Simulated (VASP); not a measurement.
These are TPSS meta-GGA, VASP's PBE PAW potentials (set 64) (plane waves; VASP) values and carry that method's errors.

VASP ran on this input.

**INCAR**
```
# general
SYSTEM =RuAl
PREC   =Accurate
ENCUT  =520
LREAL  =.FALSE.
LASPH  =.TRUE.

# electronic loop
EDIFF  =1E-7
NELM   =100
ALGO   =Normal
LMAXMIX=4
LMIXTAU=.TRUE.

# smearing
ISMEAR =1
SIGMA  =0.1

# functional
METAGGA=TPSS

# ions
ISIF   =2

# output
LWAVE  =.FALSE.
LCHARG =.FALSE.
```

**POSCAR**
```
RuAl
1
    2.9298562940     0.0000000000     0.0000000000
    0.0000000000     2.9298562940     0.0000000000
    0.0000000000     0.0000000000     2.9298562940
Al Ru
1 1
Direct
  0.5000000000   0.5000000000   0.5000000000
  0.0000000000   0.0000000000   0.0000000000
```

File KPOINTS:
```
Automatic mesh
0
Gamma
12 12 12
0 0 0
```

POTCAR, in this order: Al Ru_pv (PBE.64 set). Program: vasp_std.

Task: Predict the energy per atom (σ→0), pressure, band gap (on the k-mesh).

Result: 
```json
{
 "energy per atom (σ→0)": "-13.500 eV/atom",
 "band gap (on the k-mesh)": "none (metal, semimetal or under 0.01 eV)",
 "pressure": "15.09 GPa"
}
```

**OSZICAR**
```
...
DAV:  14    -0.270001674544E+02   -0.19551E-02   -0.20252E-03  2120   0.602E-01    0.211E-02
DAV:  15    -0.270002831213E+02   -0.11567E-03   -0.47325E-05  2200   0.985E-02    0.732E-03
DAV:  16    -0.270002825231E+02    0.59817E-06   -0.45142E-06  2412   0.315E-02    0.412E-03
DAV:  17    -0.270002840383E+02   -0.15152E-05   -0.19723E-06  2060   0.212E-02    0.101E-03
DAV:  18    -0.270002845814E+02   -0.54315E-06   -0.36875E-07  2096   0.754E-03    0.823E-04
DAV:  19    -0.270002847335E+02   -0.15209E-06   -0.12080E-08  1040   0.142E-03    0.419E-04
DAV:  20    -0.270002847704E+02   -0.36891E-07   -0.89421E-09  1032   0.964E-04
   1 F= -.27000285E+02 E0= -.27000232E+02  d E =-.159278E-03
```

The compound is RuAl in the CsCl type structure. This cell is one point of a volume scan, at 0.94 of the reference volume. The electron count is odd and the run is not spin-polarised, which forces a metal.
